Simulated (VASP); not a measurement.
```xyz
2
Lattice="1.2270 -2.1253 0.0000 1.2270 2.1253 0.0000 0.0000 0.0000 3.9582" Properties=species:S:1:pos:R:3 pbc="T T T"
Co     1.2270     0.7084     0.9896
Co     1.2270    -0.7084     2.9687
```
Starting moments (μB, in the order of the record's atoms Co Co): 1.6 1.6.

Method: PBEsol GGA, VASP's PBE PAW potentials (set 64) (plane waves; VASP). Settings: 480 eV cut-off, 16×16×8 Γ-centred mesh, first-order Methfessel-Paxton smearing of 0.10 eV, potentials Co.

Energy and stress use the plane-wave basis of the starting cell.

Problem. The ions, cell shape and volume at an external pressure of 20.0 GPa are relaxed. Give the cell that the relaxation ends in.

Solution. 
```xyz
2
Lattice="1.1996 -2.0778 0.0000 1.1996 2.0778 0.0000 0.0000 0.0000 3.8702" Properties=species:S:1:pos:R:3 pbc="T T T"
Co     1.1996     0.6926     0.9676
Co     1.1996    -0.6926     2.9027
```
Space group P6_3/mmc (194), at a tolerance of 0.03 Å. The cell ends with 3.05 μB, on the sites 1.52 1.52 μB.

Problem. How do energy and volume change from the first to the last step?

Solution. The energy (σ→0) changes by +40.0 meV/atom and the volume by -6.6 %, in 9 ionic steps.

```
step  E(σ→0) (eV)  max force (eV/Å)  pressure (GPa)  volume (Å³)
----  -----------  ----------------  --------------  -----------
1        -15.4766             0.000            0.07        20.65
2        -14.7733             0.000           69.83        17.04
3        -15.4107             0.000           17.88        19.41
4        -15.3973             0.000           19.82        19.30
5        -15.3940             0.000           20.28        19.27
6        -15.3992             0.000           19.55        19.31
7        -15.3964             0.000           19.96        19.29
8        -15.3965             0.000           19.92        19.29
9        -15.3965             0.000           20.02        19.29
```

The compound is Co in the hcp structure. This run relaxes it under an external pressure of 20 GPa. Symmetry was kept, so distortions that lower it aren't found.
